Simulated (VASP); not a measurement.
Input:

```
CELL_PARAMETERS angstrom
     -2.71364     2.71364     5.34381
      2.71364    -2.71364     5.34381
      2.71364     2.71364    -5.34381
ATOMIC_POSITIONS crystal
  Zn 0.00000 0.00000 0.00000
  Zn 0.75000 0.25000 0.50000
  Ge 0.50000 0.50000 0.00000
  Ge 0.25000 0.75000 0.50000
  P  0.87500 0.87285 0.49785
  P  0.12715 0.62500 0.00215
  P  0.37500 0.37715 0.50215
  P  0.62285 0.12500 0.99785
```

Computed with PBEsol GGA, VASP's PBE PAW potentials (set 64) (plane waves; VASP 6.6.1). Numerical set-up: 400 eV cut-off, 7×7×7 Γ-centred mesh, tetrahedra with Blöchl corrections, potentials Zn Ge_d P.

Q: The job: ZnGeP2 (chalcopyrite), 8 atoms, PBEsol, static run, 400 eV, 7×7×7 Γ-centred mesh. Roughly how much core time does it take on a busy server core?

A: About 2 core-minutes (one run on a shared machine, a rough figure). It had 40 irreducible k-points, 43 bands, up to 2897 plane waves and 15 electronic steps.

The compound is ZnGeP2 in the chalcopyrite structure. It was relaxed first.
